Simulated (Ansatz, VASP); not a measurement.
# TiO2 (Anatase): VASP beside Ansatz, part 2 of 2

One calculation is typed for both programs; each brings its own data sets. How far apart do they land? The cell is taken from a series of runs on this material, whose earlier steps may have relaxed, scaled, displaced or heated it; both programs get it as it stands.

VASP 6.6.1 and Ansatz 0.2.0.

So far: Starting point; VASP: G0W0 gap, PBE.

## Step 3: Ansatz: G0W0 gap, PBE

Level of this step: Ansatz beside VASP: G0W0 on Kohn-Sham DFT, plane waves, PBE (Ansatz).

Ansatz runs on its default PAW (the set named soft_2) files.

The same cell, functional and mesh now go to Ansatz, which takes its cutoff from its data sets.

Contents of input.yaml:

```yaml
crystal:
  lattice:
    - [-1.911021, 1.911021, 4.804873]
    - [1.911021, -1.911021, 4.804873]
    - [1.911021, 1.911021, -4.804873]
  atoms:
    - { symbol: Ti, position: [0.0, 0.0, 0.0] }
    - { symbol: Ti, position: [0.75, 0.25, 0.5] }
    - { symbol: O, position: [0.2075724692, 0.2075724692, 0.0] }
    - { symbol: O, position: [0.9575724692, 0.4575724692, 0.5] }
    - { symbol: O, position: [0.5424275308, 0.0424275308, 0.5] }
    - { symbol: O, position: [0.7924275308, 0.7924275308, 0.0] }
kpoints:
  mp_grid: { grid: [6, 6, 6] }
hamiltonian:
  xc: pbe
scf:
  occupations: { method: fixed }
gw:
  n_empty_bands: 256
  ecut_chi: 140
  qp_bands: [v2, c2]
  qp_kpoints: band_edges
  screening: { model: contour_deformation }
```

On the command line:

```
ansatz run input.yaml --threads 3 --pin off --max-ram 92160MiB --backend cuda --devices 1 --max-vram 13GiB --events-out ev --progress --plain --runs-dir out
```

Numbers of over 12 decimals in the logs are rounded to 6 here.

Log:

```text
GPUs: using 1 of 1 available (devices: 1).
Engine: ansatz 0.2.0, x86_64-unknown-linux-gnu
Pseudopotentials: kind: paw
Pseudopotential: Ti, paw, valence charge 12, recommended cutoff 420 eV (normal), Ti.paw.azcp
Pseudopotential: O, paw, valence charge 6, recommended cutoff 420 eV (normal), O.paw.azcp
Functional definition: PBE
  parameter kappa = 0.804
  parameter beta = 0.066725
  exchange = pbe_x(kappa = kappa, mu = beta*pi^2/3)
  correlation = pbe_c(beta = beta)
device memory: the entry about to start is reckoned to put 1.2 GiB on a device that reports 35.0 GiB free (of which the cap on the GPU budget leaves the run 13.0 GiB)
GPU FFT provider: cuFFT
GPU libraries: cuBLAS 13.8.2, cuFFT 12.4.0, cuSOLVER 12.3.4
Crystal: 6 atoms, lattice volume = 70.190 Å³
Basis set: ecut = 420 eV, 1365 PW (Γ)
Bands: 30, of which v1, the nominal top of the filled ones, is band 24 counted from 1 (23 counted from 0)
Symmetry: 16 space group operations
Space group: I41/amd (ITA 141), of the structure as read, at distance tolerance 4.1e-5 Å
k-points: 30 of 216
Non-local potential: Ti, projectors of the file, l = 0: 3, l = 1: 2, l = 2: 3, l = 3: 1
Non-local potential: O, projectors of the file, l = 0: 2, l = 1: 2, l = 2: 1
PAW form: soft (Blöchl's): semilocal exchange-correlation on the pseudo side does not see the compensation charge
PAW one-centre angular grid: Ti, 590 points (default); XC on 64 Gauss nodes
PAW one-centre angular grid: O, 110 points (default); XC on 64 Gauss nodes
Initial density: superposition of atomic densities (neutral atoms: chi_scale 0, normalization atom), corrected by the library's trained network
Initial wavefunctions: pseudopotential atomic-orbital guess
GPU buffer pool allocated for 64000 grid points (all kernels)
GPU transforms: local potential and band sums: pruned to the plane-wave sphere, on 40×40×40
Functional: x = pbe(κ = 0.804, μ = 0.219515), c = pbe(β = 0.066725)
SCF iter   1: F=—  HF=-7277.494029 eV  |F-HF|=—  |Δ(HF+E_count)|=         —  Δρ=3.17e-3  dr2=2.24e-3  ethr=1.77e-3  ⟨swp⟩=4.0  Hψ=3410  notcnv=0  defer=74
preconditioner: auto → Resta (q_TF=auto, 2.561 Å⁻¹)  ε∞=8.0  [insulator: Δε(μ)=2.125 eV  Ē_g=9.466 eV  n_scr=22 (ndim 8)  ℏωp=25.1 eV  f_vac=0.105  ε∞_Penn≈8.0]
SCF iter   2: F=—  HF=-7277.495322 eV  |F-HF|=—  |Δ(HF+E_count)|=   1.29e-3  Δρ=1.71e-3  dr2=6.64e-4  ethr=4.66e-6  ⟨swp⟩=2.1  Hψ=1550  notcnv=0  defer=119
SCF iter   3: F=—  HF=-7277.495843 eV  |F-HF|=—  |Δ(HF+E_count)|=   5.21e-4  Δρ=8.24e-4  dr2=2.55e-4  ethr=1.38e-6  ⟨swp⟩=2.0  Hψ=1264  notcnv=0  defer=120
SCF iter   4: F=—  HF=-7277.495987 eV  |F-HF|=—  |Δ(HF+E_count)|=   1.44e-4  Δρ=1.32e-4  dr2=9.51e-6  ethr=5.32e-7  ⟨swp⟩=2.0  Hψ=1261  notcnv=0  defer=119
SCF iter   5: F=—  HF=-7277.496001 eV  |F-HF|=—  |Δ(HF+E_count)|=   1.41e-5  Δρ=3.47e-5  dr2=7.00e-7  ethr=1.98e-8  ⟨swp⟩=2.1  Hψ=1254  notcnv=0  defer=61
SCF iter   6: F=-7277.496002 eV  HF=-7277.496002 eV  |F-HF|=7.74e-8  |Δ(HF+E_count)|=   9.84e-7  Δρ=9.56e-6  dr2=3.99e-8  ethr=2.08e-10  ⟨swp⟩=8.8  Hψ=3151  notcnv=0
SCF 1 converged in 6 iterations: F = -7277.496002 eV  dr2 = 3.99e-8
  greatest PAW one-centre occupation: 0.999 electrons in one spin orbital (limit 2), on the Ti atom at site 1 (counted from 0), in its partial waves of l = 0
device memory: the entry about to start is reckoned to put 1.3 GiB (of the 1.4 GiB reckoned in all, the device holds 0.1 GiB already) on a device that reports 34.9 GiB free (of which the cap on the GPU budget leaves the run 12.9 GiB)
NSCF: frozen V_eff on 30 k-points, pencils in batches of 32, up to order 120
the band table was solved once the SCF had ended and its energy, with any forces and stress, was formed, with the checks that follow a solve (3573 applications of the Hamiltonian). They found nothing against the state; the energy, forces and stress were not computed again (output.eigenvalues in the input reference)
device memory: the entry about to start is reckoned to put 4.2 GiB on a device that reports 35.2 GiB free (of which the cap on the GPU budget leaves the run 13.0 GiB)
NSCF: frozen V_eff on 30 k-points
G₀W₀ screening: q 1/30
[... further progress lines ...]
device memory: the entry about to start is reckoned to put 0.6 GiB on a device that reports 44.1 GiB free (of which the cap on the GPU budget leaves the run 13.0 GiB)
NSCF: frozen V_eff on 1 k-points
device memory: the entry about to start is reckoned to put 0.6 GiB on a device that reports 43.9 GiB free (of which the cap on the GPU budget leaves the run 13.0 GiB)
NSCF: frozen V_eff on 1 k-points
device memory: the entry about to start is reckoned to put 0.6 GiB on a device that reports 44.1 GiB free (of which the cap on the GPU budget leaves the run 13.0 GiB)
NSCF: frozen V_eff on 1 k-points
SCF converged after 6 iterations
Free energy (F): -7277.496002 eV
Harris-Foulkes:  -7277.496002 eV  (|F-HF|=7.74e-8)
Internal energy: -7277.496002 eV  (E = F + TS)
E sigma→0 (E₀):  -7277.496002 eV
Fermi energy:    6.891977 eV
[...]
gw.qp_kpoints: band_edges: 24 of 30 stored k-points solved, in 1 pass; an edge of the gap read off the rows below is read off those points alone
    valence top: of the k-points left out ik 7 came nearest to being solved in a further pass, in band 24 (counted from 1, as in the quasiparticle table): it holds the edge there only if its correction is more favourable than any solved in that band by at least 0.513 eV; those differ by 0.059 eV
    conduction bottom: of the k-points left out ik 27 came nearest to being solved in a further pass, in band 25 (counted from 1, as in the quasiparticle table): it holds the edge there only if its correction is more favourable than any solved in that band by at least 0.837 eV; those differ by 0.149 eV
    ik  band        ε_KS         Σx   Σc(E_QP)       V_xc       Z   E_QP_lin       E_QP  E_QP is
     0    23      6.5020   -25.2499     4.6776   -20.2715  0.6956     6.1990     6.2011  root
     0    24      6.5020   -25.2499     4.6776   -20.2715  0.6956     6.1990     6.2011  root
     0    25      9.0103   -13.0600    -6.6012   -20.8079  0.7242    10.1842    10.1570  root
     0    26      9.7087   -13.4258    -7.4470   -22.1172  0.7036    10.9940    10.9531  root
     1    23      6.3031   -25.8230     4.6401   -20.8558  0.7064     5.9737     5.9761  root
     1    24      6.6954   -25.6312     4.6296   -20.7051  0.7025     6.3969     6.3989  root
     1    25      9.8048   -13.3398    -7.4973   -22.0827  0.7037    11.0917    11.0504  root
     1    26      9.9067   -14.2852    -6.5052   -21.9223  0.7042    11.0705    11.0386  root
     2    23      6.3609   -25.2233     4.6186   -20.2985  0.6980     6.0524     6.0547  root
     2    24      6.8368   -25.6005     4.6100   -20.7240  0.7001     6.5687     6.5702  root
     2    25      9.9046   -13.5879    -7.4775   -22.3327  0.7033    11.2146    11.1719  root
     2    26     10.1495   -14.6833    -6.9152   -22.8512  0.7024    11.4435    11.4022  root
     3    23      6.8920   -25.7105     4.5873   -20.8585  0.7028     6.6257     6.6272  root
     3    24      6.8920   -25.7105     4.5873   -20.8585  0.7028     6.6257     6.6272  root
     3    25     10.1677   -13.8275    -7.5699   -22.6596  0.6968    11.4751    11.4298  root
     3    26     10.1677   -13.8275    -7.5699   -22.6596  0.6968    11.4751    11.4298  root
     4    23      6.2196   -25.6801     4.1459   -21.2847  0.7108     5.9687     5.9700  root
     4    24      6.5006   -25.5159     4.6238   -20.5812  0.7024     6.1875     6.1897  root
     4    25      9.5400   -14.0277    -6.3791   -21.5323  0.7124    10.6941    10.6656  root
     4    26      9.8164   -13.4679    -7.4143   -22.1116  0.7023    11.0863    11.0458  root
     5    23      6.3027   -25.8470     4.6330   -20.8660  0.7099     5.9520     5.9546  root
     5    24      6.5559   -25.1616     4.5812   -20.2894  0.6972     6.2630     6.2649  root
     5    25      9.8812   -13.4996    -7.4625   -22.2182  0.7039    11.1791    11.1373  root
     5    26     10.0606   -14.1900    -7.1510   -22.6083  0.7051    11.3698    11.3279  root
[...]
28    23      6.3355   -25.0582     4.5050   -20.2558  0.6984     6.0359     6.0380  root
    28    24      6.3355   -25.0582     4.5050   -20.2558  0.6984     6.0359     6.0380  root
    28    25      9.8159   -13.8541    -6.9093   -21.9500  0.7068    11.0378    11.0025  root
    28    26      9.8159   -13.8541    -6.9093   -21.9500  0.7068    11.0378    11.0025  root
    29    23      6.8183   -25.9979     4.4933   -21.2400  0.7083     6.5523     6.5537  root
    29    24      6.8183   -25.9979     4.4933   -21.2400  0.7083     6.5523     6.5537  root
    29    25      9.3479   -13.2104    -7.0051   -21.4119  0.7148    10.5777    10.5443  root
    29    26      9.3479   -13.2104    -7.0051   -21.4119  0.7148    10.5777    10.5443  root
```

The column dr2 measures how far the density is from self-consistency, as an energy; F and HF (Harris–Foulkes) agree once it is small.

## Step 4: Comparison

Known differences besides the potentials themselves: fixed occupations in Ansatz, narrow Gaussian smearing in VASP; the cutoff is 420 eV in Ansatz and 440 eV in VASP; Ansatz integrates over frequency by contour deformation, VASP on a grid of NOMEGA points; Ansatz's G0W0 levels solve the quasiparticle equation, VASP's are linearised. Total energies have different zeros and are not compared.

The two programs side by side:

```
                   quantity  Ansatz  VASP  difference
  G0W0 gap on the mesh (eV)    3.53  3.62       -0.09
Kohn-Sham gap under it (eV)    2.12  2.11       +0.01
```

## Step 5: What came out

| Property | Result |
| --- | --- |
| difference in G0W0 gap on the mesh (G0W0 gap, PBE) | -0.088 eV |

What this shows: The difference in G0W0 gap on the mesh is -0.088 eV (G0W0 gap, PBE). Such differences can come from data sets, numerical settings and the points named under the comparisons, not from the functional's error against experiment.

[Lines on the potential files, build, host, timing and source positions are cut from VASP's logs without a mark.]

[Logs are printed without paths, hosts, clocks, repeated set-up lines and the standing remarks that a program may print on its own settings, such as how far it seeks lower states.]

[Hosts, paths, dates, database ids (printed as entryN), source tags and the programs' standing remarks are cut or masked in the printed files.]
